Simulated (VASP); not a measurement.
Given:

```
CELL_PARAMETERS angstrom
      0.00000     2.62291     2.62291
      2.62291     0.00000     2.62291
      2.62291     2.62291     0.00000
ATOMIC_POSITIONS crystal
  Zn 0.00000 0.00000 0.00000
  Se 0.25000 0.25000 0.25000
```

Method: LDA (Ceperley-Alder, Perdew-Zunger), VASP's LDA PAW potentials (set 64) (plane waves; VASP 6.6.1). Numerical set-up: 500 eV cut-off, 9×9×9 Γ-centred mesh, Gaussian smearing of 0.050 eV, potentials Zn Se.

Predict the energy per atom (σ→0), pressure, band gap (on the k-mesh) with the smallest direct gap where there is one.

```
Item                                         Result
-----------------------------------  --------------
band gap (on the k-mesh)                    2.09 eV
smallest direct gap (on the k-mesh)         2.09 eV
energy per atom (σ→0)                -3.495 eV/atom
pressure                                  19.94 GPa
```

The compound is ZnSe in the zinc blende structure. It was relaxed first under an external pressure of 20 GPa.
